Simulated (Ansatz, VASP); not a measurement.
# Sc (Scandium): VASP beside Ansatz

Aim: how closely do two programs agree when they are given the same cell, functional and k mesh? The cell is taken from a series of VASP runs on this material, whose earlier steps may have relaxed, scaled or displaced it; both programs get it as it stands.

Method: plane waves, with VASP 6.6.1 beside it; relaxation of cell and atoms at LDA, in Ansatz 0.2.0.

## (1) The structure

Symmetry: P6_3/mmc, No. 194, hexagonal system. The conventional cell has a = 3.232 Å, b = 3.232 Å, c = 4.983 Å, α = 90.00°, β = 90.00°, γ = 120.00°. Nearest to Sc lie 12 Sc at 3.11 to 3.23 Å.

Structure file:

```xyz
2
Lattice="3.2323 0.0000 0.0000 -1.6161 2.7992 0.0000 0.0000 0.0000 4.9826" Properties=species:S:1:pos:R:3 pbc="T T T"
Sc    1.6161    0.9331    3.7370
Sc    0.0000    1.8661    1.2457
```

## (2) VASP: relaxation of cell and atoms, LDA

The relaxed volume is the usual yardstick between codes: its relative difference is about their pressure difference at one cell divided by the bulk modulus.

Lines of VASP's logs that name or quote its potential files are left out, and so is its time.

File INCAR:

```
SYSTEM = Sc
PREC = Accurate
ENCUT = 520
EDIFF = 1E-07
NELM = 100
ISMEAR = 1
SIGMA = 0.15
LREAL = .FALSE.
ALGO = Normal
GGA = CA
NBANDS = 17
LASPH = .TRUE.
LORBIT = 11
LWAVE = .FALSE.
LCHARG = .FALSE.
KPAR = 4
IBRION = 2
NSW = 50
ISIF = 3
EDIFFG = -0.005
```

File POSCAR:

```
Sc
1.0
    3.2322579316      0.0000000000      0.0000000000
   -1.6161289658      2.7992174803      0.0000000000
    0.0000000000      0.0000000000      4.9826402681
Sc
2
Direct
    0.6666666667      0.3333333333      0.7500000000
    0.3333333333      0.6666666667      0.2500000000
```

File KPOINTS:

```
Automatic mesh
0
Gamma
16 16 10
0 0 0
```

The projector-augmented-wave data sets are Sc_sv (LDA family, release 64).

Run with:

```sh
$ mpirun -np 4 vasp_std
```

Numbers of over 12 decimals in the logs are rounded to 6 here.

The program printed:

```text
[banner, memory and clock lines left out]
running    4 mpi-ranks, on    1 nodes
 distrk:  each k-point on    1 cores,    4 groups
 distr:  one band on    1 cores,    1 groups

 POSCAR found type information on POSCAR Sc
 POSCAR found :  1 types and       2 ions
 LDA part: xc-table for (Slater(with rela. corr.)+CA(PZ))
 , standard interpolation
 POSCAR, INCAR and KPOINTS ok, starting setup
 FFT: planning ... GRIDC
 FFT: planning ... GRID_SOFT
 FFT: planning ... GRID
 WAVECAR not read
 entering main loop
       N       E                     dE             d eps       ncg     rms          rms(c)
DAV:   1     0.358309252228E+03    0.35831E+03   -0.10945E+04  6144   0.144E+03
DAV:   2     0.538723118043E+01   -0.35292E+03   -0.34687E+03  7896   0.591E+02
DAV:   3    -0.144597964894E+02   -0.19847E+02   -0.19154E+02 10345   0.176E+02
DAV:   4    -0.147358247038E+02   -0.27603E+00   -0.27476E+00  8807   0.196E+01
DAV:   5    -0.147403590636E+02   -0.45344E-02   -0.45317E-02 10574   0.266E+00    0.832E+00
DAV:   6    -0.136216537864E+02    0.11187E+01   -0.24956E+00  7983   0.196E+01    0.251E+00
DAV:   7    -0.134628616292E+02    0.15879E+00   -0.60384E-01  8317   0.872E+00    0.739E-01
DAV:   8    -0.134493159465E+02    0.13546E-01   -0.25102E-02  8411   0.227E+00    0.209E-01
DAV:   9    -0.134485496500E+02    0.76630E-03   -0.49173E-03  8730   0.794E-01    0.199E-02
DAV:  10    -0.134485716175E+02   -0.21968E-04   -0.90265E-05  9642   0.143E-01    0.439E-03
DAV:  11    -0.134485723661E+02   -0.74853E-06   -0.17726E-06  9728   0.152E-02    0.118E-03
DAV:  12    -0.134485723537E+02    0.12327E-07   -0.15685E-07  6336   0.494E-03
   1 F= -.13448572E+02 E0= -.13448307E+02  d E =-.134486E+02
 curvature:   0.00 expect dE= 0.000E+00 dE for cont linesearch  0.000E+00
 trial: gam= 0.00000 g(F)=  0.281E-48 g(S)=  0.741E-06 ort = 0.000E+00 (trialstep = 0.100E+01)
 search vector abs. value=  0.741E-06
 reached required accuracy - stopping structural energy minimisation
```

From OUTCAR (step 2):

```text
ion  position               nearest neighbor table
   1  0.667  0.333  0.750-   2 3.11   2 3.11   2 3.11   2 3.11   2 3.11   2 3.11
   2  0.333  0.667  0.250-   1 3.11   1 3.11   1 3.11   1 3.11   1 3.11   1 3.11

  LATTYP: Found a hexagonal cell.
 ALAT       =     3.2322579316
 C/A-ratio  =     1.5415354757

 Subroutine GETGRP returns: Found 24 space group operations
 (whereof 12 operations were pure point group operations)

The static configuration has the point symmetry D_3d.
 The point group associated with its full space group is D_6h.

 Found    180 irreducible k-points:

   k-points           NKPTS =    180   k-points in BZ     NKDIM =    180   number of bands    NBANDS=     17

   dimension x,y,z NGX =    24 NGY =   24 NGZ =   40
   dimension x,y,z NGXF=    48 NGYF=   48 NGZF=   80

   ENCUT  =  520.0 eV  38.22 Ry    6.18 a.u.   6.01  6.01  9.26*2*pi/ulx,y,z

   NELECT =      22.0000    total number of electrons

 k-points in reciprocal lattice and weights: Automatic mesh
   0.00000000  0.00000000  0.00000000       0.000
   0.06250000  0.00000000  0.00000000       0.002
   0.12500000  0.00000000  0.00000000       0.002
   0.18750000 -0.00000000  0.00000000       0.002
   0.25000000  0.00000000  0.00000000       0.002
   0.31250000  0.00000000  0.00000000       0.002
   0.37500000 -0.00000000  0.00000000       0.002
   0.43750000  0.00000000  0.00000000       0.002
   0.50000000  0.00000000  0.00000000       0.001
[...]
0.37500000  0.25000000  0.50000000       0.002
   0.31250000  0.31250000  0.50000000       0.002

 average (electrostatic) potential at core
       1 -46.4299       2 -46.4299

 E-fermi :   3.9907

 k-point     1 :       0.0000    0.0000    0.0000
  band No.  band energies     occupation
    ...
      6     -23.3016      2.00000
      7     -23.3016      2.00000
      8     -23.2553      2.00000
      9      -1.2335      2.00000
     10       2.2357      2.00000
     11       5.0104     -0.00000
     12       5.6189     -0.00000
     13       5.6189     -0.00000
     14       5.9899     -0.00000
     15       6.1428     -0.00000
    ...

 k-point     2 :       0.0625    0.0000    0.0000
  band No.  band energies     occupation
    ...
      6     -23.3158      2.00000
      7     -23.3031      2.00000
      8     -23.2588      2.00000
      9      -1.1412      2.00000
     10       2.3116      2.00000
     11       4.8958     -0.00000
     12       5.4403     -0.00000
     13       5.6881     -0.00000
     14       6.0780     -0.00000
     15       6.1275     -0.00000
    ...

 k-point     3 :       0.1250    0.0000    0.0000
  band No.  band energies     occupation
    ...
      6     -23.3556      2.00000
      7     -23.3077      2.00000
      8     -23.2693      2.00000
      9      -0.8700      2.00000
     10       2.5249      2.00000
     11       4.6091     -0.00000
     12       5.1039     -0.00000
     13       5.8918     -0.00000
     14       5.9234     -0.00000
     15       6.1616     -0.00000
    ...

  Total        0.0035753      0.0035753      0.0022711      0.0000000      0.0000000      0.0000000
  in kB        0.1270644      0.1270644      0.0807147      0.0000000      0.0000000      0.0000000
  external PRESSURE =       0.1116145 kB  Pullay stress =       0.0000000 kB

  energy-cutoff  :      520.00
  volume of cell :       45.08
      direct lattice vectors                 reciprocal lattice vectors
     3.232257932  0.000000000  0.000000000     0.309381250  0.178621348  0.000000000
    -1.616128966  2.799217480  0.000000000     0.000000000  0.357242696  0.000000000
     0.000000000  0.000000000  4.982640268     0.000000000  0.000000000  0.200696809

 POSITION                                       TOTAL-FORCE (eV/Angst)
 -----------------------------------------------------------------------------------
      1.61613      0.93307      3.73698        -0.000000      0.000000      0.000000
     -0.00000      1.86614      1.24566         0.000000     -0.000000      0.000000
 -----------------------------------------------------------------------------------
    total drift:                                0.000000     -0.000000      0.000000

  FREE ENERGIE OF THE ION-ELECTRON SYSTEM (eV)
  ---------------------------------------------------
  free  energy   TOTEN  =       -13.4485723537 eV

  energy  without entropy=      -13.4477762608  energy(sigma->0) =      -13.44830699

 reached required accuracy - stopping structural energy minimisation

 total charge
# of ion       s       p       d       tot
------------------------------------------
    1        2.298   6.112   1.094   9.504
    2        2.298   6.112   1.094   9.504
--------------------------------------------------
tot          4.596  12.223   2.188  19.007

[... 3 further parts left out ...]
```

## (3) Ansatz: relaxation of cell and atoms, LDA

Ansatz runs on its default PAW (the set named soft_2) files.

The same cell, functional (in two slightly different forms), mesh and smearing now go to Ansatz, which takes its cutoff from its data sets.

File input.yaml:

```yaml
crystal:
  lattice:
    - [3.2322579316, 0.0, 0.0]
    - [-1.6161289658, 2.7992174803, 0.0]
    - [0.0, 0.0, 4.9826402681]
  atoms:
    - { symbol: Sc, position: [0.6666666667, 0.3333333333, 0.75] }
    - { symbol: Sc, position: [0.3333333333, 0.6666666667, 0.25] }
hamiltonian:
  xc: lda
  pseudopotentials: { kind: paw }
kpoints:
  mp_grid: { grid: [16, 16, 10] }
scf:
  occupations: { method: methfessel_paxton, width: 0.15 }
relax:
  f_tol: 0.01
  max_steps: 60
  cell: { stress_tol: 0.05 }
output:
  forces: true
  stress: true
```

Run with:

```sh
$ ansatz run input.yaml --threads 4 --pin off --max-ram 9216MiB --backend cpu --events-out ev --progress --plain --runs-dir out
```

The program printed:

```text
Engine: ansatz 0.2.0, aarch64-unknown-linux-gnu
Pseudopotentials: kind: paw
Pseudopotential: Sc, paw, valence charge 11, recommended cutoff 420 eV (normal), Sc.paw.azcp
Functional definition: SPW92
  exchange = slater_x
  correlation = pw_c
Crystal: 2 atoms, lattice volume = 45.082 Å³
Basis set: ecut = 420 eV, 905 PW (Γ)
Bands: 15, of which v1, the nominal top of the filled ones, is band 11 counted from 1 (10 counted from 0)
Symmetry: 24 space group operations
Space group: P63/mmc (ITA 194), of the structure as read, at distance tolerance 3.6e-5 Å
k-points: 180 of 2560
Non-local potential: Sc, projectors of the file, l = 0: 3, l = 1: 2, l = 2: 3, l = 3: 1
PAW form: soft (Blöchl's): semilocal exchange-correlation on the pseudo side does not see the compensation charge
PAW frozen core: Sc, regenerated for the run's functional, and the local potential with it (the file was generated under x = pbe(κ = 0.804, μ = 0.219515), c = pbe(β = 0.066725))
PAW one-centre angular grid: Sc, 590 points (default); XC on 64 Gauss nodes
Initial density: superposition of atomic densities (neutral atoms: chi_scale 0, normalization atom), corrected by the library's trained network
Initial wavefunctions: pseudopotential atomic-orbital guess
Functional: x = slater, c = lda
SCF iter   1: F=—  HF=-4178.029635 eV  |F-HF|=—  |Δ(HF+E_count)|=         —  Δρ=5.20e-3  dr2=7.01e-3  ethr=1.77e-3  ⟨swp⟩=3.1  Hψ=10822  notcnv=0
preconditioner: auto → none  [metal: Δε(μ)=0.005 eV  Ē_g=2.594 eV  σ=0.150 eV  W_gap=0.03  n_scr=8 (ndim 8)  ℏωp=13.5 eV  f_vac=0.000  D(μ)=3.74/eV (n_scr^D=36)  sad-step TF]
SCF iter   2: F=—  HF=-4178.028556 eV  |F-HF|=—  |Δ(HF+E_count)|=   1.08e-3  S|Δr|=    0.00e0  Δρ=2.88e-3  dr2=2.28e-3  ethr=3.19e-5  ⟨swp⟩=1.0  Hψ=4140  notcnv=0
SCF iter   3: F=—  HF=-4178.028509 eV  |F-HF|=—  |Δ(HF+E_count)|=   4.74e-5  S|Δr|=    0.00e0  Δρ=3.82e-4  dr2=4.33e-5  ethr=1.04e-5  ⟨swp⟩=1.9  Hψ=3134  notcnv=0
SCF iter   4: F=—  HF=-4178.028500 eV  |F-HF|=—  |Δ(HF+E_count)|=   8.92e-6  S|Δr|=    0.00e0  Δρ=3.63e-5  dr2=5.53e-7  ethr=1.97e-7  ⟨swp⟩=2.2  Hψ=4537  notcnv=0
SCF iter   5: F=-4178.028500 eV  HF=-4178.028500 eV  |F-HF|=4.08e-9  |Δ(HF+E_count)|=   7.02e-9  S|Δr|=    0.00e0  Δρ=6.26e-6  dr2=1.18e-8  ethr=4.55e-10  ⟨swp⟩=4.0  Hψ=8413  notcnv=0
SCF 1 converged in 5 iterations: F = -4178.028500 eV  dr2 = 1.18e-8
  greatest PAW one-centre occupation: 0.998 electrons in one spin orbital (limit 2), on the Sc atom at site 1 (counted from 0), in its partial waves of l = 0
relax step   1: F+E_penalty+E_count = -4178.02849973 eV  Δ(F+E_penalty+E_count) = +0.000e0 eV  max|allowed force component| = 1.804e-16 eV/Å  Δτ_max = 0.0000 Å  P = -0.075 GPa  Ω = 45.082 Å³  (5 SCF iters, dr2 threshold 1.00e-7 eV, accepted)
[...]
relax step   2: F+E_penalty+E_count = -4178.02851482 eV  Δ(F+E_penalty+E_count) = -1.509e-5 eV  max|allowed force component| = 1.527e-16 eV/Å  Δτ_max = 0.0000 Å  P = +0.029 GPa  Ω = 45.006 Å³  energy of the carried Pulay correction = +4.146e-6 eV  (3 SCF iters, dr2 threshold 1.67e-8 eV, accepted)
[...]
relax step   3: F+E_penalty+E_count = -4178.02851067 eV  Δ(F+E_penalty+E_count) = +4.151e-6 eV  max|allowed force component| = 1.318e-16 eV/Å  Δτ_max = 0.0000 Å  P = +0.029 GPa  Ω = 45.006 Å³  stress off target by 3.25e-2 GPa  SCF on the basis re-selected at this cell (its energy is not comparable with the rows above)  (3 SCF iters)
basis re-selected at this cell: Δ(F+E_penalty+E_count) = +4.151e-6 eV, ΔP = -0.000 GPa vs the last step (what re-selecting the basis moved, of the pressure what is left beyond the Pulay correction that the steps carried, after the strain that the cell walked since its last selection, with what the two solves' SCF thresholds leave and, on support functions, any second-order correction that the steps lacked; it is no m [...]
SCF converged after 3 iterations
Stability not checked: this state was not tested for a lower state beside it, because cold or Methfessel-Paxton smearing, or corrected tetrahedra, fill the levels in a way that the test cannot read (fill_not_monotonic; see scf.lower_state_search)
Free energy (F): -4178.028511 eV
Harris-Foulkes:  -4178.028511 eV  (|F-HF|=1.73e-11)
Internal energy: -4178.027708 eV  (E = F + TS)
E sigma→0 (E₀):  -4178.028310 eV
Entropy (-TS):   -0.000803 eV (-0.401 meV/atom)
Fermi energy:    10.046713 eV
--- Per-component energies (eV) ---
  E_band       = -311.857712
  E_kinetic    = 522.924336
  E_local      = -1618.462850  (includes V_loc(G=0)·N_el)
  E_nonlocal   = 174.729077
  E_hartree    = 550.593255
  E_xc         = -206.440991
  E_vxc        = -257.368311  (∫ρ·V_xc dr)
  E_paw        = -1820.376127  (= ΣΔE_a)
  E_vpaw       = -234.866415  (= ΣTr[D̂ρ^β])
  E_aug_tail   = 0.000018  (compensation charges beyond the density's cutoff)
  E_ewald      = -1781.604270
  E_core_change = 0.609846  (= ΣΔE_core)
  E_smearing   = -0.000803  (= −TS)
  E_closure    = -0.000000  (closes the sum)
  Σ components = -4178.028511   (vs F -4178.028511, Δ=0.00e0)
--- Forces (eV/Å), atoms counted from 1 ---
  atom   1  Sc     0.00000000    -0.00000000    -0.00000000
  atom   2  Sc     0.00000000     0.00000000     0.00000000
  max |Σ_I F_I| component: 5.55e-17 eV/Å
--- Stress (GPa, compression-positive) ---
        0.032543      -0.000000      -0.000000
       -0.000000       0.032543       0.000000
       -0.000000       0.000000       0.021857
  P = ⅓ Tr σ = 0.0290 GPa (0.290 kbar)
--- Relaxed structure (2 steps of the walk, 2 accepted, 1 SCFs on fresh bases) ---
  F+E_penalty+E_count = -4178.02851067 eV   max|allowed force component| = 1.318e-16 eV/Å   (the final SCF, on the basis selected at the relaxed cell)
  cell:  # Å, volume = 45.0063 Å³
    - [3.230521, 0, 0.0]
    - [-1.615260, 2.797713, 0]
    - [0.0, -1.0513241908161493e-19, 4.979637]
  atoms:
    - { symbol: Sc, position: [0.666667, 0.333333, 0.750000] }
    - { symbol: Sc, position: [0.333333, 0.666667, 0.25] }
```

The job ended after 3.2 s (4 threads of Arm Neoverse V2, shared host; peak memory 0.38 GiB; 12 s of CPU time).

## (4) Side by side

Known differences besides the potentials themselves: the two LDA forms differ slightly; both relaxations stop at a tolerance, which leaves soft axes loose, and VASP keeps its plane-wave basis; the cutoff is 420 eV in Ansatz and 520 eV in VASP; VASP's log shows a relativistic correction to its local exchange, Ansatz's none; Ansatz adds a Pulay correction to the stress that steers its cell, VASP none. Total energies have different zeros and are not compared.

The two programs side by side:

```csv
quantity,Ansatz,VASP,difference
volume (Å³),45.01,45.08,-0.17 %
"edge a after relaxation, in the typed setting (Å)",3.231,3.232,-0.06 %
"edge c after relaxation, in the typed setting (Å)",4.980,4.983,-0.06 %
```

The walks stopped with 0.03 GPa left in Ansatz and 0.01 GPa in VASP; each walk ends within a tolerance, so the volume difference is uncertain by about these residues over the bulk modulus, most in soft cells.

## (5) Results

| Property | Result |
| --- | --- |
| difference in volume (relaxation of cell and atoms, LDA) | -0.17 % |

What this shows: The difference in volume is -0.17 % (relaxation of cell and atoms, LDA), within the 1.2 % picked in this series as the mark of a large difference, as far as the stopping tolerances let one tell. Such differences can come from data sets, numerical settings and the points named under the comparisons, not from the functional's error against experiment.

[Lines on the potential files, build, host, timing and source positions are cut from VASP's logs without a mark.]

[Logs are printed without paths, hosts, clocks, repeated set-up lines and the standing remarks that a program may print on its own settings, such as how far it seeks lower states.]

[Hosts, paths, dates, database ids (printed as entryN), source tags and the programs' standing remarks are cut or masked in the printed files.]
